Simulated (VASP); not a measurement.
```
GaP
1.0
    1.91403     1.10507     6.34531
   -1.91403     1.10507     6.34531
    0.00000    -2.21013     6.34531
Ga P
2 2
Direct
  0.43574   0.43574   0.43574
  0.56426   0.56426   0.56426
  0.05782   0.05782   0.05782
  0.94218   0.94218   0.94218
```

These are PBEsol GGA, VASP's PBE PAW potentials (set 64) (plane waves; VASP) values and carry that method's errors. Run with 400 eV cut-off, Gaussian smearing of 0.050 eV, potentials Ga_d P.

**Question.** Predict the band gap (along the path) with the smallest direct gap where there is one.

**Answer.** 
The band gap (along the path) is 0.70 eV and the smallest direct gap (along the path) is 1.14 eV.

The structure comes from a computed database's GaP entry (R-3m); how it stands against other phases isn't given here. It was relaxed first.
